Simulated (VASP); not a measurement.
Computed with PBEsol GGA, VASP's PBE PAW potentials (set 64) (plane waves; VASP).

VASP input:

**INCAR**
```
! general
SYSTEM  = RhN
PREC    = Accurate
ENCUT   = 520
LREAL   = .FALSE.
LASPH   = .TRUE.

! electronic loop
EDIFF   = 1E-7
NELM    = 100
ALGO    = Normal
LMAXMIX = 4

! smearing
ISMEAR  = -5

! functional
GGA     = PS

! ions
ISIF    = 2

! output
LWAVE   = .FALSE.
LCHARG  = .TRUE.
LORBIT  = 11
NEDOS   = 601
```

**POSCAR**
```
RhN
1
   -0.0000000000     2.2711959908     2.2711959908
    2.2711959908     0.0000000000     2.2711959908
    2.2711959908     2.2711959908     0.0000000000
Rh N
1 1
Direct
  0.0000000000   0.0000000000   0.0000000000
  0.2500000000   0.2500000000   0.2500000000
```

File KPOINTS:
```
Automatic mesh
0
Gamma
15 15 15
0 0 0
```

POTCAR, in this order: Rh_pv N (PBE.64 set). Program: vasp_std.

What VASP printed:

File OSZICAR:
```
       N       E                     dE             d eps       ncg     rms          rms(c)
DAV:   1     0.169449603995E+03    0.16945E+03   -0.12558E+04  3368   0.151E+03
DAV:   2    -0.132005126314E+02   -0.18265E+03   -0.17879E+03  3930   0.416E+02
DAV:   3    -0.181190692178E+02   -0.49186E+01   -0.48946E+01  3738   0.750E+01
DAV:   4    -0.181532915010E+02   -0.34222E-01   -0.34229E-01  3990   0.664E+00
DAV:   5    -0.181536731644E+02   -0.38166E-03   -0.38173E-03  3804   0.668E-01    0.246E+01
DAV:   6    -0.168278959907E+02    0.13258E+01   -0.14203E+01  3920   0.451E+01    0.108E+01
DAV:   7    -0.159802334763E+02    0.84766E+00   -0.30755E+00  3842   0.234E+01    0.803E+00
DAV:   8    -0.159606067651E+02    0.19627E-01   -0.18515E-01  3606   0.409E+00    0.101E+00
DAV:   9    -0.159586397785E+02    0.19670E-02   -0.53256E-03  3972   0.718E-01    0.210E-01
DAV:  10    -0.159585554459E+02    0.84333E-04   -0.10394E-03  3594   0.322E-01    0.881E-02
DAV:  11    -0.159585525271E+02    0.29188E-05   -0.51671E-05  3786   0.602E-02    0.188E-02
DAV:  12    -0.159585490788E+02    0.34483E-05   -0.36994E-06  3582   0.237E-02    0.402E-03
DAV:  13    -0.159585497319E+02   -0.65317E-06   -0.29719E-07  3792   0.683E-03    0.241E-03
DAV:  14    -0.159585495878E+02    0.14415E-06   -0.12296E-08  2070   0.153E-03    0.223E-04
DAV:  15    -0.159585496011E+02   -0.13300E-07   -0.17117E-09  1686   0.442E-04
   1 F= -.15958550E+02 E0= -.15958550E+02  d E =0.000000E+00
```

OUTCAR:
```
------------------------ aborting loop because EDIFF is reached ----------------------------------------
  FORCE on cell =-STRESS in cart. coord.  units (eV):
  Direction    XX          YY          ZZ          XY          YZ          ZX
  --------------------------------------------------------------------------------------
  Total        0.0093955      0.0093955      0.0093955      0.0000000      0.0000000      0.0000000
  in kB        0.6424494      0.6424494      0.6424494      0.0000000      0.0000000      0.0000000
  external PRESSURE =       0.6424494 kB  Pullay stress =       0.0000000 kB
  volume of cell :       23.43
      direct lattice vectors                 reciprocal lattice vectors
     0.000000000  2.271195991  2.271195991    -0.220148328  0.220148328  0.220148328
     2.271195991  0.000000000  2.271195991     0.220148328 -0.220148328  0.220148328
     2.271195991  2.271195991  0.000000000     0.220148328  0.220148328 -0.220148328
 POSITION                                       TOTAL-FORCE (eV/Angst)
 -----------------------------------------------------------------------------------
      0.00000      0.00000      0.00000        -0.000000     -0.000000     -0.000000
      1.13560      1.13560      1.13560         0.000000      0.000000      0.000000
 -----------------------------------------------------------------------------------
    total drift:                               -0.000001     -0.000001     -0.000001
  FREE ENERGIE OF THE ION-ELECTRON SYSTEM (eV)
  ---------------------------------------------------
  free  energy   TOTEN  =       -15.9585496011 eV

  energy  without entropy=      -15.9585496011  energy(sigma->0) =      -15.95854960

 total charge

# of ion       s       p       d       tot
------------------------------------------
    1        0.395   6.346   7.160  13.901
    2        1.265   2.363   0.000   3.627
--------------------------------------------------
tot          1.659   8.709   7.160  17.528
```
(Selected blocks of OUTCAR.)

For a metal the tetrahedron method with Blöchl corrections gives inexact stress and forces.

The structure was generated: RhN was put into the zinc blende type (F-43m), which need not be its known phase. It was relaxed first, which changed the volume by -21 %.
